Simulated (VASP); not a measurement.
Level of theory: r2SCAN meta-GGA, VASP's PBE PAW potentials (set 64) (plane waves; VASP).

A VASP calculation is set up with these files.

### KPOINTS
```
Automatic mesh
0
Gamma
5 5 7
0 0 0
```

**POSCAR**
```
SnO2
1.0
  4.7170229233   0.0000000000   0.0000000000
  0.0000000000   4.7170229233   0.0000000000
  0.0000000000   0.0000000000   3.1760318532
Sn O
2 4
Cartesian
  0.0000000000   0.0000000000   0.0000000000
  2.3585114617   2.3585114617   1.5880159266
  1.4426901162   1.4426901162   0.0000000000
  3.8012015778   0.9158213455   1.5880159266
  0.9158213455   3.8012015778   1.5880159266
  3.2743328071   3.2743328071   0.0000000000
```

### INCAR
```
SYSTEM = SnO2
PREC = Accurate
ENCUT = 520
EDIFF = 1E-7
NELM = 100
ALGO = Normal
LREAL = .FALSE.
LASPH = .TRUE.
ISMEAR = 0
SIGMA = 0.05
METAGGA = R2SCAN
LMIXTAU = .TRUE.
LMAXMIX = 4
LWAVE = .FALSE.
LCHARG = .FALSE.
ISIF = 4
IBRION = 2
NSW = 30
EDIFFG = -0.01
```

POTCAR, in this order: Sn_d O (PBE.64 set). Program: vasp_std.

Unless said otherwise, spin-orbit coupling is left out, though it shifts the bands of the heavy elements here.

**Question.** Predict the energy per atom (σ→0), band gap (on the k-mesh).

**Answer.** 
```json
{
 "energy per atom (σ→0)": "-14.097 eV/atom",
 "band gap (on the k-mesh)": "2.08 eV"
}
```

File OSZICAR:
```
...
DAV:   1    -0.845823793777E+02   -0.18950E-03   -0.23401E-02  1495   0.110E+00    0.822E-02
DAV:   2    -0.845823146253E+02    0.64752E-04   -0.51591E-04  2005   0.230E-01    0.495E-02
DAV:   3    -0.845822652434E+02    0.49382E-04   -0.59511E-05  2124   0.108E-01    0.905E-03
DAV:   4    -0.845822665876E+02   -0.13442E-05   -0.38427E-05  1660   0.615E-02    0.244E-03
DAV:   5    -0.845822793536E+02   -0.12766E-04   -0.11274E-05  1523   0.320E-02    0.215E-03
DAV:   6    -0.845822801620E+02   -0.80843E-06   -0.98047E-07  1635   0.821E-03    0.760E-04
DAV:   7    -0.845822802161E+02   -0.54146E-07   -0.16194E-07  1011   0.360E-03
   4 F= -.84582280E+02 E0= -.84582280E+02  d E =-.903233E-04
```

The compound is SnO2 in the rutile structure. This cell is one point of a volume scan, at 0.97 of the reference volume. Symmetry was kept, so distortions that lower it aren't found.
